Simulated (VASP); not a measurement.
Consider the following.

```xyz
2
Lattice="0.0000 3.4322 3.4322 3.4322 0.0000 3.4322 3.4322 3.4322 0.0000" Properties=species:S:1:pos:R:3 pbc="T T T"
Rb     0.0000     0.0000     0.0000
Br     3.4322     3.4322     3.4322
```

All values below come from optB88-vdW, VASP's PBE PAW potentials (set 64) (plane waves; VASP 6.6.1). Run with 520 eV cut-off, Gaussian smearing of 0.050 eV, potentials Rb_sv Br.

**Question.** Give the energies of bands 6 to 11 at the high-symmetry points, in eV from the valence-band maximum.

**Answer.** 
```json
[
 {"band": "6", "Γ": "0.00", "X": "-0.48", "U": "-0.50", "L": "-1.00", "W": "-0.49"},
 {"band": "7", "Γ": "0.00", "X": "-0.16", "U": "-0.42", "L": "-0.35", "W": "-0.36"},
 {"band": "8", "Γ": "0.00", "X": "-0.16", "U": "-0.27", "L": "-0.35", "W": "-0.36"},
 {"band": "9", "Γ": "4.20", "X": "5.49", "U": "6.23", "L": "6.67", "W": "6.96"},
 {"band": "10", "Γ": "7.18", "X": "7.00", "U": "8.00", "L": "7.59", "W": "6.96"},
 {"band": "11", "Γ": "7.18", "X": "9.06", "U": "8.03", "L": "9.39", "W": "8.17"}
]
```

The gap is direct, 4.20 eV, from the valence maximum at Γ to the conduction minimum at Γ.

Measured: gap 7.20 eV (computed value off by -3.00 eV), as given by Aguado et al., (1998), arXiv:cond-mat/9809176.

The compound is RbBr in the rock salt structure. It was relaxed first.
